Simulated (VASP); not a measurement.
# Lattice vibrations of ZnCu

Aim: the phonon dispersion and thermal properties of ZnCu. The start is a cell from a database of measured crystal structures.

Method: PBEsol; plane waves and PAW (Zn, Cu), in VASP 6.6.1.

## 1. Set-up

It takes space group Pm-3m (No. 221, cubic). The conventional cell has a = 2.945 Å, b = 2.945 Å, c = 2.945 Å, α = 90.00°, β = 90.00°, γ = 90.00°. Zn has 8 Cu at 2.55 Å nearest. Nearest to Cu lie 8 Zn at 2.55 Å. Farther neighbours are not listed.

Structure file:

```cif
data_structure
_symmetry_space_group_name_H-M 'Pm-3m'
_symmetry_Int_Tables_number 221
_cell_length_a 2.9450
_cell_length_b 2.9450
_cell_length_c 2.9450
_cell_angle_alpha 90.000
_cell_angle_beta 90.000
_cell_angle_gamma 90.000
_cell_volume 25.54
loop_
_atom_site_label
_atom_site_type_symbol
_atom_site_symmetry_multiplicity
_atom_site_Wyckoff_symbol
_atom_site_fract_x
_atom_site_fract_y
_atom_site_fract_z
_atom_site_occupancy
Zn1 Zn 1 b 0.50000 0.50000 0.50000 1
Cu1 Cu 1 a 0.00000 0.00000 0.00000 1
```

## 2. Relax the host

First cell and atoms are relaxed at a raised cutoff, so that later runs start from this functional's own cell.

Contents of INCAR:

```
SYSTEM = ZnCu
PREC = Accurate
ENCUT = 390
EDIFF = 1E-06
NELM = 120
ISMEAR = 1
SIGMA = 0.15
LREAL = .FALSE.
ALGO = Normal
GGA = PS
NBANDS = 17
LASPH = .TRUE.
LORBIT = 11
LWAVE = .FALSE.
LCHARG = .FALSE.
KPAR = 4
IBRION = 2
NSW = 40
ISIF = 3
EDIFFG = -0.02
POTIM = 0.4
```

Contents of POSCAR:

```
ZnCu
1.0
    2.9450000000      0.0000000000      0.0000000000
    0.0000000000      2.9450000000      0.0000000000
    0.0000000000      0.0000000000      2.9450000000
Zn Cu
1 1
Direct
    0.5000000000      0.5000000000      0.5000000000
    0.0000000000      0.0000000000      0.0000000000
```

Contents of KPOINTS:

```
Automatic mesh
0
Gamma
11 11 11
0 0 0
```

Potentials, in the order of the species: Zn and Cu (PBE family, release 64).

Started as:

```
> mpirun -np 4 vasp_std
```

Output:

```text
[banner, memory and clock lines left out]
running    4 mpi-ranks, on    1 nodes
 distrk:  each k-point on    1 cores,    4 groups
 distr:  one band on    1 cores,    1 groups

 POSCAR found type information on POSCAR ZnCu
 POSCAR found :  2 types and       2 ions
|                                                                             |
|               ----> ADVICE to this user running VASP <----                  |
|                                                                             |
|     You enforced a specific xc type in the INCAR file but a different       |
|     [... a line on the potential file left out ...]
|     I HOPE YOU KNOW WHAT YOU ARE DOING!                                     |
|                                                                             |

 LDA part: xc-table for (Slater+PW92), standard interpolation
 POSCAR, INCAR and KPOINTS ok, starting setup
 FFT: planning ... GRIDC
 FFT: planning ... GRID_SOFT
 FFT: planning ... GRID
 WAVECAR not read
 entering main loop
       N       E                     dE             d eps       ncg     rms          rms(c)
DAV:   1     0.975165559081E+02    0.97517E+02   -0.96090E+03  2048   0.184E+03
DAV:   2    -0.439864828445E+01   -0.10192E+03   -0.98340E+02  1905   0.274E+02
DAV:   3    -0.738036823671E+01   -0.29817E+01   -0.29695E+01  2222   0.627E+01
DAV:   4    -0.740101650361E+01   -0.20648E-01   -0.20644E-01  2243   0.468E+00
DAV:   5    -0.740132881039E+01   -0.31231E-03   -0.31230E-03  2306   0.592E-01    0.103E+01
DAV:   6    -0.723820343272E+01    0.16313E+00   -0.18715E+01  1988   0.105E+02    0.667E+00
DAV:   7    -0.609867985620E+01    0.11395E+01   -0.39717E+00  2023   0.110E+02    0.220E+00
DAV:   8    -0.609888218557E+01   -0.20233E-03   -0.19097E-01  2551   0.602E+00    0.124E+00
DAV:   9    -0.608906733746E+01    0.98148E-02   -0.12976E-02  2244   0.252E+00    0.713E-02
DAV:  10    -0.608903597049E+01    0.31367E-04   -0.75393E-04  2950   0.578E-01    0.497E-02
DAV:  11    -0.608902665661E+01    0.93139E-05   -0.92922E-05  2297   0.290E-01    0.110E-02
DAV:  12    -0.608902607793E+01    0.57869E-06   -0.67652E-06  2252   0.558E-02
   1 F= -.60890261E+01 E0= -.60888911E+01  d E =-.608903E+01
 curvature:   0.00 expect dE= 0.000E+00 dE for cont linesearch  0.000E+00
 trial: gam= 0.00000 g(F)=  0.000E+00 g(S)=  0.368E-01 ort = 0.000E+00 (trialstep = 0.100E+01)
 search vector abs. value=  0.368E-01
 bond charge predicted
       N       E                     dE             d eps       ncg     rms          rms(c)
DAV:   1    -0.705021401200E+01   -0.96119E+00   -0.10519E+01  1948   0.712E+01    0.783E+00
DAV:   2    -0.652286214276E+01    0.52735E+00   -0.73969E+00  1968   0.687E+01    0.383E+00
DAV:   3    -0.614548013646E+01    0.37738E+00   -0.17049E+00  1957   0.493E+01    0.168E+00
DAV:   4    -0.611575598170E+01    0.29724E-01   -0.82198E-02  2793   0.673E+00    0.752E-01
DAV:   5    -0.610449423140E+01    0.11262E-01   -0.44001E-03  3089   0.134E+00    0.641E-02
DAV:   6    -0.610451625071E+01   -0.22019E-04   -0.48709E-04  2709   0.379E-01    0.382E-02
DAV:   7    -0.610451106875E+01    0.51820E-05   -0.44520E-05  2801   0.202E-01    0.619E-03
DAV:   8    -0.610451119395E+01   -0.12520E-06   -0.18249E-06  1291   0.462E-02
   2 F= -.61045112E+01 E0= -.61044816E+01  d E =-.154851E-01
 trial-energy change:   -0.015485  1 .order   -0.014780   -0.036805    0.007245
 step:   0.8479(harm=  0.8355)  dis= 0.00000  next Energy=    -6.105060 (dE=-0.160E-01)
 bond charge predicted
       N       E                     dE             d eps       ncg     rms          rms(c)
DAV:   1    -0.612603491689E+01   -0.21524E-01   -0.25036E-01  1950   0.115E+01    0.112E+00
DAV:   2    -0.611243024427E+01    0.13605E-01   -0.13817E-01  1966   0.929E+00    0.517E-01
DAV:   3    -0.610631678513E+01    0.61135E-02   -0.35852E-02  1952   0.561E+00    0.303E-01
DAV:   4    -0.610531821063E+01    0.99857E-03   -0.19463E-03  2670   0.128E+00    0.118E-01
DAV:   5    -0.610503864106E+01    0.27957E-03   -0.18213E-04  3008   0.222E-01    0.775E-03
DAV:   6    -0.610503930072E+01   -0.65966E-06   -0.10682E-05  2617   0.584E-02    0.358E-03
DAV:   7    -0.610504028223E+01   -0.98151E-06   -0.16091E-07  1024   0.122E-02
   3 F= -.61050403E+01 E0= -.61049997E+01  d E =-.160142E-01
 curvature:  -0.42 expect dE=-0.277E-06 dE for cont linesearch -0.277E-06
 trial: gam=-0.00424 g(F)=  0.388E-65 g(S)=  0.667E-06 ort = 0.157E-03 (trialstep = 0.970E+00)
 search vector abs. value=  0.112E-09
 reached required accuracy - stopping structural energy minimisation
```

The job ended after 14 s (4 MPI ranks of Intel Xeon Platinum 8488C (Sapphire Rapids), shared host; peak memory 0.57 GiB).

Lines that name or quote the potential files are left out of all logs, and their timing lines are given in words.

From OUTCAR (step 2):

```text
ion  position               nearest neighbor table
   1  0.500  0.500  0.500-   2 2.55   2 2.55   2 2.55   2 2.55   2 2.55   2 2.55   2 2.55   2 2.55

  LATTYP: Found a simple cubic cell.
 ALAT       =     2.9450000000

 Subroutine GETGRP returns: Found 48 space group operations
 (whereof 48 operations were pure point group operations)

The static configuration has the point symmetry O_h .

 Found     56 irreducible k-points:

   k-points           NKPTS =     56   k-points in BZ     NKDIM =     56   number of bands    NBANDS=     17

   dimension x,y,z NGX =    20 NGY =   20 NGZ =   20
   dimension x,y,z NGXF=    40 NGYF=   40 NGZF=   40

   ENCUT  =  390.0 eV  28.66 Ry    5.35 a.u.   4.74  4.74  4.74*2*pi/ulx,y,z

   NELECT =      23.0000    total number of electrons

 k-points in reciprocal lattice and weights: Automatic mesh
   0.00000000  0.00000000  0.00000000       0.001
   0.09090909  0.00000000  0.00000000       0.005
   0.18181818  0.00000000  0.00000000       0.005
   0.27272727  0.00000000  0.00000000       0.005
   0.36363636  0.00000000  0.00000000       0.005
   0.45454545  0.00000000  0.00000000       0.005
   0.09090909  0.09090909  0.00000000       0.009
   0.18181818  0.09090909  0.00000000       0.018
   0.27272727  0.09090909  0.00000000       0.018
[...]
0.45454545  0.45454545  0.36363636       0.018
   0.45454545  0.45454545  0.45454545       0.006

 average (electrostatic) potential at core
       1 -33.7508       2 -65.7623

 E-fermi :   5.6547

 k-point     1 :       0.0000    0.0000    0.0000
  band No.  band energies     occupation
    ...
      7       2.0605      2.00000
      8       2.0605      2.00000
      9       2.9452      2.00000
     10       2.9452      2.00000
     11       2.9452      2.00000
     12      12.0769      0.00000
     13      12.0769      0.00000
     14      12.0769      0.00000
     15      17.2590      0.00000
     16      17.2590      0.00000
    ...

 k-point     2 :       0.0909    0.0000    0.0000
  band No.  band energies     occupation
    ...
      7       2.0495      2.00000
      8       2.0746      2.00000
      9       2.8912      2.00000
     10       2.8912      2.00000
     11       2.9386      2.00000
     12      10.7440      0.00000
     13      12.3140      0.00000
     14      12.3140      0.00000
     15      17.3386      0.00000
     16      17.9294      0.00000
    ...

 k-point     3 :       0.1818    0.0000    0.0000
  band No.  band energies     occupation
    ...
      7       2.0194      2.00000
      8       2.0973      2.00000
      9       2.7529      2.00000
     10       2.7529      2.00000
     11       2.9205      2.00000
     12       8.4251     -0.00000
     13      12.9988      0.00000
     14      12.9988      0.00000
     15      17.5809      0.00000
     16      18.3144      0.00000
    ...

  Total       -0.0033932     -0.0033932     -0.0033932     -0.0000000     -0.0000000     -0.0000000
  in kB       -0.2213974     -0.2213974     -0.2213974     -0.0000000     -0.0000000     -0.0000000
  external PRESSURE =      -0.2213974 kB  Pullay stress =       0.0000000 kB

  energy-cutoff  :      390.00
  volume of cell :       24.56
      direct lattice vectors                 reciprocal lattice vectors
     2.906578754  0.000000000  0.000000000     0.344047103  0.000000000  0.000000000
    -0.000000000  2.906578754  0.000000000    -0.000000000  0.344047103  0.000000000
    -0.000000000 -0.000000000  2.906578754    -0.000000000 -0.000000000  0.344047103

 POSITION                                       TOTAL-FORCE (eV/Angst)
 -----------------------------------------------------------------------------------
      1.45329      1.45329      1.45329        -0.000000      0.000000      0.000000
      0.00000      0.00000      0.00000         0.000000     -0.000000      0.000000
 -----------------------------------------------------------------------------------
    total drift:                               -0.000000      0.000000     -0.000000

  FREE ENERGIE OF THE ION-ELECTRON SYSTEM (eV)
  ---------------------------------------------------
  free  energy   TOTEN  =        -6.1050402822 eV

  energy  without entropy=       -6.1049185631  energy(sigma->0) =       -6.10499971

 reached required accuracy - stopping structural energy minimisation

 total charge
# of ion       s       p       d       tot
------------------------------------------
    1        0.592   0.561   9.738  10.891
    2        0.440   0.414   9.177  10.030
--------------------------------------------------
tot          1.031   0.975  18.915  20.921

[... 3 further parts left out ...]
```

CONTCAR:

```
ZnCu
   1.00000000000000
     2.9065787538882999    0.0000000000000000    0.0000000000000000
    -0.0000000000000000    2.9065787538882999    0.0000000000000000
    -0.0000000000000000   -0.0000000000000000    2.9065787538882999
  Zn              Cu
     1     1
Direct
     0.5000000000000000    0.5000000000000000    0.5000000000000000
     0.0000000000000000    0.0000000000000000    0.0000000000000000
```

This run has no spin polarisation. Its electron count is odd, so without a moment it is a metal by construction. The PAW data sets were made with PBE, which is usual practice but a small mismatch for other functionals. The run keeps the 48 symmetry operations of its start, so it cannot find a distortion of lower symmetry.

Relaxation path:

| step | energy less that of the first step (eV) | largest force (eV/Å) | pressure (GPa) | volume (Å³) |
| --- | --- | --- | --- | --- |
| 1 | 0.0000 | 0.0000 | -5.00 | 25.54 |
| 2 | -0.0155 | 0.0000 | 1.03 | 24.38 |
| 3 | -0.0160 | 0.0000 | -0.02 | 24.56 |

| conventional cell, symmetrised | before | after | change |
| --- | --- | --- | --- |
| a (Å) | 2.945 | 2.907 | -1.3 % |
| b (Å) | 2.945 | 2.907 | -1.3 % |
| c (Å) | 2.945 | 2.907 | -1.3 % |
| volume (Å³/atom) | 12.77 | 12.28 | -3.9 % |

Final coordinates:

```
Zn Cu
1.0
     2.90658    0.00000    0.00000
     0.00000    2.90658    0.00000
     0.00000    0.00000    2.90658
Zn Cu
1 1
Direct
  0.50000 0.50000 0.50000
  0.00000 0.00000 0.00000
```

Numbers from this step:

```yaml
electronic_cycles: 27
electrons: 23
free_energy_toten: -6.105 eV
fermi_energy: 5.655 eV
pressure: -0.02214 GPa
labelled_metallic_from_the_levels_on_this_mesh: yes
```

The run ended after 3 ionic steps, 0.016 eV below its first step, once forces and stress met EDIFFG = -0.02.

(Continued in part 2 of 3.)

[Lines on the potential files, build, host, timing and source positions are cut from VASP's logs without a mark.]

[Logs are printed without paths, hosts, clocks, repeated set-up lines and the standing remarks that a program may print on its own settings, such as how far it seeks lower states.]

[Hosts, paths, dates, database ids (printed as entryN), source tags and the programs' standing remarks are cut or masked in the printed files.]

[Runs that stopped without an error message from VASP are left out.]
